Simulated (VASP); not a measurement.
```xyz
2
Lattice="0.0000 2.7325 2.7325 2.7325 0.0000 2.7325 2.7325 2.7325 0.0000" Properties=species:S:1:pos:R:3 pbc="T T T"
Rh     0.0000     0.0000     0.0000
Te     2.7325     2.7325     2.7325
```

Level of theory: PBE GGA, VASP's PBE PAW potentials (set 64) (plane waves; VASP 6.6.1). Numerical set-up: 400 eV cut-off, 13×13×13 Γ-centred mesh, tetrahedra with Blöchl corrections, potentials Rh_pv Te.

Unless said otherwise, spin-orbit coupling is left out, though it shifts the bands of the heavy elements here.

Problem. Predict the energy per atom (σ→0), band gap (on the k-mesh) with the smallest direct gap where there is one.

Solution. 
```
Item                                                         Value
------------------------  ----------------------------------------
band gap (on the k-mesh)  none (metal, semimetal or under 0.01 eV)
energy per atom (σ→0)                               -5.260 eV/atom
```

The absolute energy has meaning only against runs of the same code, potentials and settings.

The structure was generated: RhTe was put into the rock salt type (Fm-3m), which need not be its known phase. It was relaxed first, which changed the volume by -26 %. The electron count is odd and the run is not spin-polarised, which forces a metal.
